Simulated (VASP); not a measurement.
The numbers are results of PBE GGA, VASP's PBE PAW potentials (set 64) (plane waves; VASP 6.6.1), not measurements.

VASP input:

### KPOINTS
```
kpoints
0
gamma
 6 6 4
0 0 0
```

**INCAR**
```
! general
SYSTEM   =  PtSe2
PREC     =  Accurate
ENCUT    =  520   ! plane-wave cut-off (eV)
LREAL    =  .False.   ! projection in real space or not
LASPH    =  .True.   ! aspherical one-centre terms

! electronic loop
EDIFF    =  1E-6   ! SCF stop (eV)
NELM     =  100
ALGO     =  Normal   ! blocked Davidson
LMAXMIX  =  6   ! l cut-off of mixed one-centre charges

! smearing
ISMEAR   =  0   ! Gaussian
SIGMA    =  0.05   ! width (eV)

! functional
GGA      =  PE   ! PBE

! ions
ISIF     =  2

! output
LWAVE    =  .False.
LCHARG   =  .False.
```

File POSCAR:
```
PtSe2
10.36320
  0.1835629921  -0.3179404045   0.0000000000
  0.1835629921   0.3179404045   0.0000000000
  0.0000000000   0.0000000000   0.5000000000
Pt Se
1 2
Direct
  0.0000000000   0.0000000000   0.0000000000
  0.3333330000   0.6666670000   0.2550000000
  0.6666670000   0.3333330000   0.7450000000
```

POTCAR, in this order: Pt Se (PBE.64 set). Program: vasp_std.

**Question.** What will the output report for the number of irreducible k-points (NKPTS), number of bands (NBANDS), largest plane-wave count, number of space-group operations, FFT grid (NGX, NGY, NGZ)?

**Answer.** 
```
Item                                          Result
--------------------------------------  ------------
number of irreducible k-points (NKPTS)            24
number of bands (NBANDS)                          15
largest plane-wave count                        1773
number of space-group operations                  12
FFT grid (NGX, NGY, NGZ)                28 × 28 × 40
```

The compound is PtSe2 in the 1T layered structure. The cell was not relaxed at this level. The k-mesh is coarse (spacing up to 0.32 per Å, 2π included), so the numbers may not be converged in it. The run is one of a series of settings (ENCUT = 520 against the base run), some of them coarse on purpose.
